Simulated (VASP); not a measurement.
Data:

```xyz
2
Lattice="0.0000 3.0024 3.0024 3.0024 0.0000 3.0024 3.0024 3.0024 0.0000" Properties=species:S:1:pos:R:3 pbc="T T T"
Cu     0.0000     0.0000     0.0000
I      1.5012     1.5012     1.5012
```

All values below come from PBEsol GGA, VASP's PBE PAW potentials (set 64) (plane waves; VASP 6.6.1). Numerical set-up: 520 eV cut-off, 8×8×8 Γ-centred mesh, Gaussian smearing of 0.050 eV, potentials Cu I.

Unless said otherwise, spin-orbit coupling is left out, though it shifts the bands of the heavy elements here.

Problem. What does the run give for the energy per atom (σ→0), pressure, band gap (on the k-mesh) with the smallest direct gap where there is one?

Solution. 
| Quantity | Value |
|---|---|
| band gap (on the k-mesh) | 1.10 eV |
| smallest direct gap (on the k-mesh) | 1.10 eV |
| energy per atom (σ→0) | -3.157 eV/atom |
| pressure | -13.9 kbar |

Only differences to runs with the same potentials and settings are physical.

The compound is CuI in the zinc blende structure. This cell is one point of a volume scan, at 1.03 of the reference volume.
